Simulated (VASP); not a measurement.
Here is the system:

```xyz
4
Lattice="1.9482 -3.3744 0.0000 1.9482 3.3744 0.0000 0.0000 0.0000 6.3852" Properties=species:S:1:pos:R:3 pbc="T T T"
Zn     1.9482    -1.1248     3.1926
Zn     1.9482     1.1248     0.0000
S      1.9482    -1.1248     5.5871
S      1.9482     1.1248     2.3944
```

The numbers are results of PBE GGA + U (Dudarev), VASP's PBE PAW potentials (set 64) (plane waves; VASP), not measurements. Run with 400 eV cut-off, 6×6×3 Γ-centred mesh, Gaussian smearing of 0.050 eV, potentials Zn S, U − J: Zn 4.00 eV.

Give the stress tensor in GPa (positive for a compressed cell).

```
-3.62   0.00   0.00
 0.00  -3.62   0.00
 0.00   0.00  -3.70
```
The pressure is its mean diagonal, -3.65 GPa.

The compound is ZnS in the wurtzite structure, the high-temperature form. The cell was not relaxed at this level. The run is one of a series of settings (LDAU = .TRUE., LDAUJ = 0 0, LDAUL = 2 -1, LDAUTYPE = 2, LDAUU = 4.0 0 against the base run), some of them coarse on purpose.
